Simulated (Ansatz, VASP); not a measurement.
# ZnSe (Stilleite) in two plane-wave programs

Wanted: the spread between two codes on one cell, functional and k mesh. The cell is taken from a series of runs on this material, whose earlier steps may have relaxed, scaled, displaced or heated it; both programs get it as it stands.

Program: Ansatz 0.2.0. Level of theory: plane waves, with VASP 6.6.1 beside it; relaxation of cell and atoms at LDA. Results are calculated unless marked as measured.

## 1. The structure

Symmetry: F-43m, No. 216, cubic system. Conventional cell: a = 5.568 Å, b = 5.568 Å, c = 5.568 Å, α = 90.00°, β = 90.00°, γ = 90.00°. Nearest to Zn lie 4 Se at 2.41 Å. Nearest to Se lie 4 Zn at 2.41 Å. Farther neighbours and most contacts between anions are not listed.

## 2. Ansatz: relaxation of cell and atoms, LDA

Ansatz runs on its default PAW (the set named soft_2) files.

The relaxed volume is the usual yardstick between codes: in a stiff, nearly cubic crystal its relative difference is about their pressure difference at one cell divided by the bulk modulus.

input.yaml reads:

```yaml
crystal:
  lattice:
    - [0.0, 2.783768019, 2.783768019]
    - [2.783768019, 0.0, 2.783768019]
    - [2.783768019, 2.783768019, 0.0]
  atoms:
    - { symbol: Zn, position: [0.0, 0.0, 0.0] }
    - { symbol: Se, position: [0.25, 0.25, 0.25] }
kpoints:
  mp_grid: { grid: [9, 9, 9] }
hamiltonian:
  xc: lda
scf:
  occupations: { method: fixed }
output:
  forces: true
  stress: true
  eigenvalues: true
relax:
  adjacent_minimum: "off"
  f_tol: 0.001
  max_steps: 60
  cell: { stress_tol: 0.01 }
```

Started as:

```sh
ansatz run input.yaml --threads 4 --pin off --max-ram 16384MiB --backend cpu --events-out ev --progress --plain --runs-dir out
```

Numbers of over 12 decimals in the logs are rounded to 6 here.

The program printed:

```text
Engine: ansatz 0.2.0, aarch64-unknown-linux-gnu
Pseudopotentials: kind: paw
Pseudopotential: Zn, paw, valence charge 12, recommended cutoff 420 eV (normal), Zn.paw.azcp
Pseudopotential: Se, paw, valence charge 16, recommended cutoff 420 eV (normal), Se.paw.azcp
Functional definition: SPW92
  exchange = slater_x
  correlation = pw_c
Crystal: 2 atoms, lattice volume = 43.145 Å³
Basis set: ecut = 420 eV, 869 PW (Γ)
Bands: 18, of which v1, the nominal top of the filled ones, is band 14 counted from 1 (13 counted from 0)
Symmetry: 24 space group operations
Space group: F-43m (ITA 216), of the structure as read, at distance tolerance 3.5e-5 Å
k-points: 35 of 729 (time reversal used)
Non-local potential: Zn, projectors of the file, l = 0: 2, l = 1: 2, l = 2: 3, l = 3: 1
Non-local potential: Se, projectors of the file, l = 0: 2, l = 1: 2, l = 2: 3, l = 3: 1
PAW form: soft (Blöchl's): semilocal exchange-correlation on the pseudo side does not see the compensation charge
PAW frozen core: Zn, regenerated for the run's functional, and the local potential with it (the file was generated under x = pbe(κ = 0.804, μ = 0.219515), c = pbe(β = 0.066725))
PAW frozen core: Se, regenerated for the run's functional, and the local potential with it (the file was generated under x = pbe(κ = 0.804, μ = 0.219515), c = pbe(β = 0.066725))
PAW one-centre angular grid: Zn, 590 points (default); XC on 64 Gauss nodes
PAW one-centre angular grid: Se, 590 points (default); XC on 64 Gauss nodes
Initial density: superposition of atomic densities (neutral atoms: chi_scale 0, normalization atom), corrected by the library's trained network
Initial wavefunctions: pseudopotential atomic-orbital guess
Functional: x = slater, c = lda
SCF iter   1: F=—  HF=-8630.853226 eV  |F-HF|=—  |Δ(HF+E_count)|=         —  Δρ=5.39e-3  dr2=7.02e-3  ethr=1.77e-3  ⟨swp⟩=4.9  Hψ=2909  notcnv=0  defer=62
preconditioner: auto → none  [insulator: Δε(μ)=1.216 eV  Ē_g=12.126 eV  n_scr=14 (ndim 8)  ℏωp=24.0 eV  f_vac=0.102  ε∞_Penn≈4.9]
SCF iter   2: F=—  HF=-8630.851051 eV  |F-HF|=—  |Δ(HF+E_count)|=   2.17e-3  Δρ=2.03e-3  dr2=8.66e-4  ethr=2.51e-5  ⟨swp⟩=2.1  Hψ=1268  notcnv=0  defer=66
SCF iter   3: F=—  HF=-8630.850948 eV  |F-HF|=—  |Δ(HF+E_count)|=   1.04e-4  Δρ=1.46e-3  dr2=4.01e-4  ethr=3.09e-6  ⟨swp⟩=2.0  Hψ=988  notcnv=0  defer=66
SCF iter   4: F=—  HF=-8630.850840 eV  |F-HF|=—  |Δ(HF+E_count)|=   1.07e-4  Δρ=2.56e-4  dr2=2.25e-5  ethr=1.43e-6  ⟨swp⟩=2.0  Hψ=980  notcnv=0  defer=65
SCF iter   5: F=—  HF=-8630.850829 eV  |F-HF|=—  |Δ(HF+E_count)|=   1.12e-5  Δρ=2.04e-5  dr2=1.86e-7  ethr=8.02e-8  ⟨swp⟩=2.0  Hψ=924  notcnv=0
SCF iter   6: F=-8630.850829 eV  HF=-8630.850829 eV  |F-HF|=2.91e-8  |Δ(HF+E_count)|=   5.12e-8  Δρ=5.02e-6  dr2=6.68e-9  ethr=3.57e-10  ⟨swp⟩=7.0  Hψ=3084  notcnv=0
SCF 1 converged in 6 iterations: F = -8630.850829 eV  dr2 = 6.68e-9
  greatest PAW one-centre occupation: 1.000 electrons in one spin orbital (limit 2), on the Se atom at site 1 (counted from 0), in its partial waves of l = 2
relax step   1: F+E_penalty+E_count = -8630.85082889 eV  Δ(F+E_penalty+E_count) = +0.000e0 eV  max|allowed force component| = 1.596e-16 eV/Å  Δτ_max = 0.0000 Å  P = -0.004 GPa  Ω = 43.145 Å³  (6 SCF iters, dr2 threshold 1.00e-7 eV, accepted)
Initial density: handed on by an earlier stage of this run
Initial wavefunctions: pseudopotential atomic-orbital guess (no wavefunctions were taken with the density)
iter 1 solved again at ethr=2.45e-8 eV; its pass at ethr=3.10e-3 eV (dr2=6.86e-6 eV) is discarded
SCF iter   1: F=—  HF=-8630.850828 eV  |F-HF|=—  |Δ(HF+E_count)|=         —  Δρ=4.80e-6  dr2=6.17e-9  ethr=2.45e-8  ⟨swp⟩=3.5  Hψ=4689  notcnv=0  defer=64
preconditioner: auto → none  [insulator: Δε(μ)=1.250 eV  Ē_g=12.142 eV  n_scr=14 (ndim 8)  ℏωp=24.0 eV  f_vac=0.093  ε∞_Penn≈4.9]
SCF iter   2: F=—  HF=-8630.850829 eV  |F-HF|=—  |Δ(HF+E_count)|=   1.04e-6  Δρ=2.67e-6  dr2=1.29e-9  ethr=2.20e-11  ⟨swp⟩=2.5  Hψ=1196  notcnv=0  defer=48
SCF iter   3: F=—  HF=-8630.850829 eV  |F-HF|=—  |Δ(HF+E_count)|=  2.06e-10  Δρ=1.06e-6  dr2=1.68e-10  ethr=4.62e-12  ⟨swp⟩=2.7  Hψ=1132  notcnv=0  defer=48
SCF iter   4: F=—  HF=-8630.850829 eV  |F-HF|=—  |Δ(HF+E_count)|=  2.91e-11  Δρ=2.49e-7  dr2=1.01e-11  ethr=6.00e-13 (applied; sched 1.00e-12)  ⟨swp⟩=2.0  Hψ=1050  notcnv=0  defer=48
SCF iter   5: F=—  HF=-8630.850829 eV  |F-HF|=—  |Δ(HF+E_count)|=  5.46e-12  Δρ=7.55e-8  dr2=1.55e-12  ethr=3.61e-14 (applied; sched 1.00e-12)  ⟨swp⟩=2.1  Hψ=905  notcnv=0  defer=48
SCF iter   6: F=-8630.850829 eV  HF=-8630.850829 eV  |F-HF|=0.00e0  |Δ(HF+E_count)|=    0.00e0  Δρ=7.50e-9  dr2=1.93e-14  ethr=1.00e-12  ⟨swp⟩=7.2  Hψ=3076  notcnv=0
SCF 2 converged in 6 iterations: F = -8630.850829 eV  dr2 = 1.93e-14
relax step   2: F+E_penalty+E_count = -8630.85082890 eV  Δ(F+E_penalty+E_count) = -1.486e-8 eV  max|allowed force component| = 1.665e-16 eV/Å  Δτ_max = 0.0000 Å  P = -0.004 GPa  Ω = 43.145 Å³  stress off target by 3.80e-3 GPa  SCF on the basis re-selected at this cell (its energy is not comparable with the rows above)  (6 SCF iters)
basis re-selected at this cell: Δ(F+E_penalty+E_count) = -1.486e-8 eV, ΔP = -0.000 GPa vs the last step (what re-selecting the basis moved, of the pressure what is left beyond the Pulay correction that the steps carried, after the strain that the cell walked since its last selection, with what the two solves' SCF thresholds leave and, on support functions, any second-order correction that the steps lacked; it is no m [...]
SCF converged after 6 iterations
Free energy (F): -8630.850829 eV
Harris-Foulkes:  -8630.850829 eV  (|F-HF|=0.00e0)
Internal energy: -8630.850829 eV  (E = F + TS)
E sigma→0 (E₀):  -8630.850829 eV
Fermi energy:    7.207015 eV
--- Per-component energies (eV) ---
  E_band       = -377.502641
  E_kinetic    = 252.133709
  E_local      = -4322.933377  (includes V_loc(G=0)·N_el)
  E_nonlocal   = 27.334425
  E_hartree    = 2001.371941
  E_xc         = -239.796500
  E_vxc        = -152.902459  (∫ρ·V_xc dr)
  E_paw        = -3582.888887  (= ΣΔE_a)
  E_vpaw       = -183.877864  (= ΣTr[D̂ρ^β])
  E_aug_tail   = -0.000959  (compensation charges beyond the density's cutoff)
  E_ewald      = -2769.845685
  E_core_change = 3.774504  (= ΣΔE_core)
  E_smearing   = -0.000000  (= −TS)
  E_closure    = 0.000000  (closes the sum)
  Σ components = -8630.850829   (vs F -8630.850829, Δ=0.00e0)
--- Forces (eV/Å), atoms counted from 1 ---
  atom   1  Zn     0.00000000    -0.00000000    -0.00000000
  atom   2  Se    -0.00000000     0.00000000     0.00000000
  max |Σ_I F_I| component: 2.22e-16 eV/Å
--- Stress (GPa, compression-positive) ---
       -0.003796       0.000000      -0.000000
        0.000000      -0.003796       0.000000
       -0.000000       0.000000      -0.003796
  P = ⅓ Tr σ = -0.0038 GPa (-0.038 kbar)
--- Band table (eV; the first three rows and the last of 35) ---
  k-point 0: bands = [... 10 lower, 0.7523, 7.2070, 7.2070, 7.2070, 8.4570, 12.9064, 12.9064, 12.9064]
  k-point 1: bands = [... 10 lower, 0.7508, 5.9991, 7.0704, 7.0704, 9.3665, 12.8419, 13.1289, 13.1289]
  k-point 2: bands = [... 10 lower, 0.7508, 4.3477, 6.7618, 6.7618, 9.8956, 13.4588, 13.5176, 13.5176]
  k-point 34: bands = [... 10 lower, 1.0604, 2.2232, 4.0374, 4.6011, 12.3704, 12.7170, 13.9114, 15.5890]
--- Relaxed structure (1 steps of the walk, 1 accepted, 1 SCFs on fresh bases) ---
  F+E_penalty+E_count = -8630.85082890 eV   max|allowed force component| = 1.665e-16 eV/Å   (the final SCF, on the basis selected at the relaxed cell)
  cell:  # Å, volume = 43.1449 Å³
    - [0.0, 2.783768019, 2.783768019]
    - [2.783768019, 0.0, 2.783768019]
    - [2.783768019, 2.783768019, 0.0]
  atoms:
    - { symbol: Zn, position: [0.0, 0.0, 0.0] }
    - { symbol: Se, position: [0.25, 0.25, 0.25] }
```

In the SCF lines HF is the Harris–Foulkes energy and dr2 the Hartree energy of the density residual, in eV; the loop may stop once dr2 is under the threshold and the program's other checks hold. Hψ counts applications of the Hamiltonian.

## 3. VASP: relaxation of cell and atoms, LDA

The same cell, functional (in two slightly different forms) and mesh now go to VASP, with its own data sets.

Lines of VASP's logs that name or quote its potential files are left out, and so is its time.

INCAR reads:

```
SYSTEM = ZnSe
PREC = Accurate
ENCUT = 500
EDIFF = 1E-07
NELM = 120
ISMEAR = 0
SIGMA = 0.01
LREAL = .FALSE.
ALGO = Normal
GGA = PW92
NBANDS = 15
LORBIT = 11
LWAVE = .FALSE.
LCHARG = .FALSE.
ISIF = 3
IBRION = 2
NSW = 80
EDIFFG = -0.005
LASPH = .TRUE.
GGA_COMPAT = .FALSE.
NELMIN = 4
EFERMI = MIDGAP
```

POSCAR reads:

```
ZnSe
1.0
    0.0000000000      2.7837680000      2.7837680000
    2.7837680000      0.0000000000      2.7837680000
    2.7837680000      2.7837680000      0.0000000000
Zn Se
1 1
Direct
    0.0000000000      0.0000000000      0.0000000000
    0.2500000000      0.2500000000      0.2500000000
```

KPOINTS reads:

```
Automatic mesh
0
Gamma
9 9 9
0 0 0
```

Potentials, in the order of the species: Zn and Se (LDA family, release 64).

Started as:

```sh
mpirun -np 1 vasp_std
```

The program printed:

```text
[banner, memory and clock lines left out]
running    1 mpi-ranks, on    1 nodes
 distrk:  each k-point on    1 cores,    1 groups
 distr:  one band on    1 cores,    1 groups

 POSCAR found type information on POSCAR ZnSe
 POSCAR found :  2 types and       2 ions
|                                                                             |
|               ----> ADVICE to this user running VASP <----                  |
|                                                                             |
|     You enforced a specific xc type in the INCAR file but a different       |
|     [... a line on the potential file left out ...]
|     I HOPE YOU KNOW WHAT YOU ARE DOING!                                     |
|                                                                             |

 LDA part: xc-table for (Slater(with rela. corr.)+PW92), standard interpolation
 POSCAR, INCAR and KPOINTS ok, starting setup
 FFT: planning ... GRIDC
 FFT: planning ... GRID_SOFT
 FFT: planning ... GRID
 WAVECAR not read
 entering main loop
       N       E                     dE             d eps       ncg     rms          rms(c)
DAV:   1     0.860799796331E+02    0.86080E+02   -0.88722E+03  1050   0.136E+03
DAV:   2    -0.197548848829E+01   -0.88055E+02   -0.82716E+02  1155   0.259E+02
DAV:   3    -0.763033064678E+01   -0.56548E+01   -0.56295E+01  1267   0.654E+01
DAV:   4    -0.768074360156E+01   -0.50413E-01   -0.50406E-01  1288   0.654E+00
DAV:   5    -0.768099427114E+01   -0.25067E-03   -0.25067E-03  1323   0.432E-01    0.529E+00
DAV:   6    -0.739983405313E+01    0.28116E+00   -0.59147E-01  1477   0.272E+01    0.399E+00
DAV:   7    -0.737343438950E+01    0.26400E-01   -0.16629E-01  1225   0.411E+00    0.164E+00
DAV:   8    -0.736906776554E+01    0.43666E-02   -0.35550E-03  1586   0.832E-01    0.431E-01
DAV:   9    -0.736850199104E+01    0.56577E-03   -0.95876E-04  1190   0.260E-01    0.588E-02
DAV:  10    -0.736851990372E+01   -0.17913E-04   -0.11904E-04  1316   0.115E-01    0.185E-02
DAV:  11    -0.736851267387E+01    0.72298E-05   -0.15561E-05  1603   0.637E-02    0.460E-03
DAV:  12    -0.736851270534E+01   -0.31470E-07   -0.25740E-06  1253   0.120E-02    0.120E-03
DAV:  13    -0.736851272774E+01   -0.22402E-07   -0.89638E-08   875   0.273E-03
   1 F= -.73685127E+01 E0= -.73685127E+01  d E =-.736851E+01
 curvature:   0.00 expect dE= 0.000E+00 dE for cont linesearch  0.000E+00
 trial: gam= 0.00000 g(F)=  0.195E-47 g(S)=  0.540E-03 ort = 0.000E+00 (trialstep = 0.100E+01)
 search vector abs. value=  0.540E-03
 bond charge predicted
       N       E                     dE             d eps       ncg     rms          rms(c)
DAV:   1    -0.737622349253E+01   -0.77108E-02   -0.86146E-02  1295   0.608E+00    0.609E-01
DAV:   2    -0.736971912045E+01    0.65044E-02   -0.20240E-02  1302   0.381E+00    0.225E-01
DAV:   3    -0.736892046161E+01    0.79866E-03   -0.72730E-04  1150   0.270E-01    0.108E-01
DAV:   4    -0.736870500950E+01    0.21545E-03   -0.11477E-04  1330   0.149E-01    0.401E-02
DAV:   5    -0.736867945502E+01    0.25554E-04   -0.27583E-05  1560   0.859E-02    0.384E-03
DAV:   6    -0.736867972599E+01   -0.27097E-06   -0.59161E-06  1155   0.269E-02    0.348E-03
DAV:   7    -0.736867979101E+01   -0.65023E-07   -0.41199E-07  1036   0.142E-02
   2 F= -.73686798E+01 E0= -.73686798E+01  d E =-.167063E-03
 trial-energy change:   -0.000167  1 .order   -0.000116   -0.000540    0.000307
 step:   0.7112(harm=  0.6373)  dis= 0.00000  next Energy=    -7.368723 (dE=-0.210E-03)
 bond charge predicted
       N       E                     dE             d eps       ncg     rms          rms(c)
DAV:   1    -0.736934239969E+01   -0.66267E-03   -0.71073E-03  1309   0.173E+00    0.177E-01
DAV:   2    -0.736879609845E+01    0.54630E-03   -0.17380E-03  1302   0.116E+00    0.648E-02
DAV:   3    -0.736872962009E+01    0.66478E-04   -0.62421E-05  1215   0.895E-02    0.312E-02
DAV:   4    -0.736871148308E+01    0.18137E-04   -0.10714E-05  1330   0.461E-02    0.118E-02
DAV:   5    -0.736870929611E+01    0.21870E-05   -0.23638E-06  1560   0.256E-02    0.108E-03
DAV:   6    -0.736870931614E+01   -0.20030E-07   -0.51605E-07  1029   0.804E-03
   3 F= -.73687093E+01 E0= -.73687093E+01  d E =-.196588E-03
 curvature:  -0.31 expect dE=-0.954E-07 dE for cont linesearch -0.954E-07
 trial: gam= 0.00000 g(F)=  0.777E-48 g(S)=  0.312E-06 ort =-0.130E-04 (trialstep = 0.942E+00)
 search vector abs. value=  0.312E-06
 reached required accuracy - stopping structural energy minimisation
```

From OUTCAR (step 3):

```text
ion  position               nearest neighbor table
   1  0.000  0.000  0.000-   2 2.41   2 2.41   2 2.41   2 2.41
   2  0.250  0.250  0.250-   1 2.41   1 2.41   1 2.41   1 2.41

  LATTYP: Found a face centered cubic cell.
 ALAT       =     5.5675360000

 Subroutine GETGRP returns: Found 24 space group operations
 (whereof 24 operations were pure point group operations)

The static configuration has the point symmetry T_d .

 Found     35 irreducible k-points:

   k-points           NKPTS =     35   k-points in BZ     NKDIM =     35   number of bands    NBANDS=     15

   dimension x,y,z NGX =    30 NGY =   30 NGZ =   30
   dimension x,y,z NGXF=    60 NGYF=   60 NGZF=   60

   ENCUT  =  500.0 eV  36.75 Ry    6.06 a.u.   7.18  7.18  7.18*2*pi/ulx,y,z

   NELECT =      18.0000    total number of electrons

 k-points in reciprocal lattice and weights: Automatic mesh
   0.00000000  0.00000000  0.00000000       0.001
   0.11111111  0.00000000  0.00000000       0.011
   0.22222222  0.00000000  0.00000000       0.011
   0.33333333  0.00000000  0.00000000       0.011
   0.44444444  0.00000000  0.00000000       0.011
   0.11111111  0.11111111  0.00000000       0.008
   0.22222222  0.11111111  0.00000000       0.033
   0.33333333  0.11111111  0.00000000       0.033
   0.44444444  0.11111111  0.00000000       0.033
[...]
-0.33333333  0.44444444  0.11111111       0.033
  -0.33333333  0.44444444  0.22222222       0.033

 average (electrostatic) potential at core
       1 -37.8953       2 -61.8431

 E-fermi :   2.5889

 k-point     1 :       0.0000    0.0000    0.0000
  band No.  band energies     occupation
    ...
      5      -4.5136      2.00000
      6      -4.5136      2.00000
      7       1.9530      2.00000
      8       1.9530      2.00000
      9       1.9530      2.00000
     10       3.2248      0.00000
     11       7.6419      0.00000
     12       7.6419      0.00000
     13       7.6419      0.00000
     14      11.7941      0.00000
    ...

 k-point     2 :       0.1111    0.0000    0.0000
  band No.  band energies     occupation
    ...
      5      -4.5151      2.00000
      6      -4.5151      2.00000
      7       0.7529      2.00000
      8       1.8172      2.00000
      9       1.8172      2.00000
     10       4.1273      0.00000
     11       7.5815      0.00000
     12       7.8637      0.00000
     13       7.8637      0.00000
     14      12.5527      0.00000
    ...

 k-point     3 :       0.2222    0.0000    0.0000
  band No.  band energies     occupation
    ...
      5      -4.5151      2.00000
      6      -4.5151      2.00000
      7      -0.8943      2.00000
      8       1.5105      2.00000
      9       1.5105      2.00000
     10       4.6534      0.00000
     11       8.2032      0.00000
     12       8.2511      0.00000
     13       8.2511      0.00000
     14      12.3343      0.00000
    ...

  Total       -0.0020772     -0.0020772     -0.0020772      0.0000000      0.0000000      0.0000000
  in kB       -0.0767963     -0.0767963     -0.0767963      0.0000000      0.0000000      0.0000000
  external PRESSURE =      -0.0767963 kB  Pullay stress =       0.0000000 kB

  energy-cutoff  :      500.00
  volume of cell :       43.34
      direct lattice vectors                 reciprocal lattice vectors
     0.000000000  2.787892464  2.787892464    -0.179346946  0.179346946  0.179346946
     2.787892464 -0.000000000  2.787892464     0.179346946 -0.179346946  0.179346946
     2.787892464  2.787892464  0.000000000     0.179346946  0.179346946 -0.179346946

 POSITION                                       TOTAL-FORCE (eV/Angst)
 -----------------------------------------------------------------------------------
      0.00000      0.00000      0.00000        -0.000000     -0.000000     -0.000000
      1.39395      1.39395      1.39395         0.000000      0.000000      0.000000
 -----------------------------------------------------------------------------------
    total drift:                               -0.000000     -0.000000      0.000000

  FREE ENERGIE OF THE ION-ELECTRON SYSTEM (eV)
  ---------------------------------------------------
  free  energy   TOTEN  =        -7.3687093161 eV

  energy  without entropy=       -7.3687093161  energy(sigma->0) =       -7.36870932

 reached required accuracy - stopping structural energy minimisation

 total charge
# of ion       s       p       d       tot
------------------------------------------
    1        0.558   0.494   9.789  10.840
    2        1.440   2.440   0.035   3.915
--------------------------------------------------
tot          1.998   2.934   9.824  14.756

[... 3 further parts left out ...]
```

CONTCAR:

```
ZnSe
   1.00000000000000
     0.0000000000000000    2.7878924643980763    2.7878924643980763
     2.7878924643980763   -0.0000000000000000    2.7878924643980763
     2.7878924643980763    2.7878924643980763    0.0000000000000000
  Zn              Se
     1     1
Direct
     0.0000000000000000    0.0000000000000000    0.0000000000000000
     0.2500000000000000    0.2500000000000000    0.2500000000000000
```

The run keeps the 24 symmetry operations of its start, so it cannot find a distortion of lower symmetry.

## 4. Comparison

Known differences besides the potentials themselves: fixed occupations in Ansatz, narrow Gaussian smearing in VASP; the data sets hold 28 valence electrons in Ansatz (on its default PAW (the set named soft_2) files) and 18 in VASP; the cutoff is 420 eV in Ansatz and 500 eV in VASP; VASP's log shows a relativistic correction to its local exchange, Ansatz's none; Ansatz adds a Pulay correction to the stress that steers its cell, VASP none. Total energies have different zeros and are not compared.

The two programs side by side:

| quantity | Ansatz | VASP | difference |
| --- | --- | --- | --- |
| volume (Å³) | 43.14 | 43.34 | -0.44 % |
| edge a after relaxation, in the typed setting (Å) | 3.937 | 3.943 | -0.15 % |

## 5. What came out

```json
{
  "difference in volume (relaxation of cell and atoms, LDA)": "-0.44 %"
}
```

The difference in volume is -0.44 % (relaxation of cell and atoms, LDA), within the 1.2 % picked in this series as the mark of a large difference, as far as the stopping tolerances let one tell. The data sets hold unlike numbers of valence electrons (28 in Ansatz and 18 in VASP), so part of the differences comes from the potentials. How closely two codes agree says nothing of how well the functional describes the real material.

[Lines on the potential files, build, host, timing and source positions are cut from VASP's logs without a mark.]

[Logs are printed without paths, hosts, clocks, repeated set-up lines and the standing remarks that a program may print on its own settings, such as how far it seeks lower states.]

[Hosts, paths, dates, database ids (printed as entryN), source tags and the programs' standing remarks are cut or masked in the printed files.]
